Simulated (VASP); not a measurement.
Level of theory: PBE GGA, VASP's PBE PAW potentials (set 64) (plane waves; VASP).

Input for VASP

File POSCAR:
```
Ag
1
    0.0000000000     2.0141620017     2.0141620017
    2.0141620017     0.0000000000     2.0141620017
    2.0141620017     2.0141620017     0.0000000000
Ag
1
Direct
  0.0000000000   0.0000000000   0.0000000000
```

INCAR:
```
SYSTEM  =  Ag
IBRION  =  2   ! conjugate gradients
LMAXMIX  =  4   ! l cut-off of mixed one-centre charges
PREC  =  Accurate
GGA  =  PE   ! PBE
SIGMA  =  0.1
EDIFFG  =  -0.02
LWAVE  =  .False.
NELM  =  100   ! most electronic steps
NSW  =  40   ! most ionic steps
EDIFF  =  1E-6   ! SCF stop (eV)
PSTRESS  =  200   ! kbar
LCHARG  =  .False.
ENCUT  =  500   ! plane-wave cut-off (eV)
LREAL  =  .False.
LASPH  =  .True.
ISIF  =  3   ! ions, shape and volume
ALGO  =  Normal
ISMEAR  =  1
```

KPOINTS:
```
K-points
0
Gamma
  16 16 16
```

POTCAR, in this order: Ag (PBE.64 set). Program: vasp_std.

Question: What will the output report for the number of irreducible k-points (NKPTS), largest plane-wave count, number of space-group operations, FFT grid (NGX, NGY, NGZ)?

Answer: 
```yaml
number of irreducible k-points (NKPTS): 145
largest_plane_wave_count: 431
number_of_space_group_operations: 48
FFT grid (NGX, NGY, NGZ): 24 × 24 × 24
```

The compound is Ag in the fcc structure. This run relaxes it under an external pressure of 20 GPa. Symmetry was kept, so distortions that lower it aren't found.
